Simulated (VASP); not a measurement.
Given:

```
CELL_PARAMETERS angstrom
      0.00000     2.02500     2.02500
      2.02500     0.00000     2.02500
      2.02500     2.02500     0.00000
ATOMIC_POSITIONS crystal
  Al 0.00000 0.00000 0.00000
```

Method: r2SCAN+rVV10, VASP's PBE PAW potentials (set 64) (plane waves; VASP). Run with 520 eV cut-off, 14×14×14 Γ-centred mesh, first-order Methfessel-Paxton smearing of 0.10 eV, potentials Al.

Energy and stress use the plane-wave basis of the starting cell.

### Question
The ions, cell shape and volume are relaxed. Which structure does the run end with?

### Answer

```
CELL_PARAMETERS angstrom
      0.00000     1.98918     1.98918
      1.98918     0.00000     1.98918
      1.98918     1.98918     0.00000
ATOMIC_POSITIONS crystal
  Al 0.00000 0.00000 0.00000
```
Space group Fm-3m (225), at a tolerance of 0.03 Å.

### Question
How do energy and volume change from the first to the last step?

### Answer
The energy (σ→0) changes by -12.5 meV/atom and the volume by -5.2 %, in 3 ionic steps.

```
step  E(σ→0) (eV)  max force (eV/Å)  pressure (GPa)  volume (Å³)
----  -----------  ----------------  --------------  -----------
1         -6.6552             0.000           -4.40        16.61
2         -6.6669             0.000            1.32        15.53
3         -6.6677             0.000            0.03        15.74
```

The compound is Al in the fcc structure. This run relaxes it. Symmetry was kept, so distortions that lower it aren't found.
